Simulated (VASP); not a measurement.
Wanted: the native input for a VASP 6.6.1 run.

```
Task                   : single point
Functional             : LDA
Potentials or basis    : VASP PAW LDA potentials, release 64 (Si, P)
Cutoff                 : 520 eV
k mesh                 : 2 × 2 × 2
Occupations            : fermi-dirac, width 0.05 eV
Spin                   : collinear spin, zero start
Starting moments       : [0.0, 0.0, 0.0, 0.0, 0.0, 0.0, 0.0, 0.0, 0.0, 0.0, 0.0, 0.0, 0.0, 0.0, 0.0, 0.0, 0.0] μB
Dipole correction      : no
Further INCAR settings : LREAL = Auto; ALGO = Normal; EDIFF = 1e-06; NBANDS = 52
```

The structure of Si16P (a cell with a defect) lies in POSCAR:

```
Si16P
1.0
    0.0000000000      5.4300000000      5.4300000000
    5.4300000000      0.0000000000      5.4300000000
    5.4300000000      5.4300000000      0.0000000000
Si P
16 1
Direct
    0.3562062615     -0.2136095764     -0.1709023941
    0.3883701657      0.4052209945     -0.0132504604
    0.1072744015     -0.4111970534      0.6670718232
    0.2387753223      0.1009852670      0.1538029466
   -0.7460313076      0.2061418048      0.7443370166
    0.1291988950      0.6334346225      0.2963259669
   -0.0494659300      0.4272744015      0.2681031308
    0.4269429098      0.7757458564      0.4124309392
    0.6287200737      0.0515193370     -0.0947237569
    1.0058747698      0.0461878453     -0.1982136280
    0.7346224678     -0.3866482505      0.8341252302
    0.9290239411      0.0172007366      0.5517311234
    0.7115193370      0.2414640884      0.0797882136
   -0.5360497238      1.0916482505      0.4218508287
    0.6432044199      0.3993001842      0.5964825046
    0.7353499079      0.7552209945      0.4660865562
   -0.3798987109      1.5287384899      0.2320902394
```

The cell was built by a generator and needn't be a form met in nature.

These files were run (other wordings do the same):

INCAR

```
SYSTEM = Si16P
  ALGO = Normal
  EDIFF = 1E-6
  ENCUT = 520
  GGA = CA
  ISIF = 2
  ISMEAR = -1
  ISPIN = 2
  LASPH = .TRUE.
  LCHARG = .TRUE.
  LELF = .TRUE.
  LORBIT = 11
  LREAL = Auto
  LVHAR = .TRUE.
  LWAVE = .FALSE.
  MAGMOM = 0 0 0 0 0 0 0 0 0 0 0 0 0 0 0 0 0
  NBANDS = 52
  NELM = 150
  PREC = Accurate
  SIGMA = 0.05
```

KPOINTS

```
k-points
0
G
  2 2 2
  0 0 0
```

Potentials or basis: VASP PAW LDA potentials, release 64 (Si, P).

The run is started by

```sh
$ cat potpaw_LDA.64/Si/POTCAR potpaw_LDA.64/P/POTCAR > POTCAR
$ mpirun -np 1 vasp_std > vasp.out
```

Results of the run:

```yaml
Pressure: -7.5 GPa
Largest_force: 0.981 eV/Å
Band_gap_on_the_k_mesh: none (metal or under the smearing width)
Net_moment: 0.00 μB per cell
Valence_electrons_inside_the_program's_atomic_spheres: Si 1.57, 1.59, 1.58, 1.56, 1.54, 1.60, 1.61; P 2.43
```

Caveat: the k mesh is coarse (spacing up to 0.50 Å⁻¹), so the values aren't converged.

It took 3.2 min on 1 thread of Intel(R) Xeon(R) 6975P-C (Granite Rapids) (shared host), peak memory 0.48 GiB.
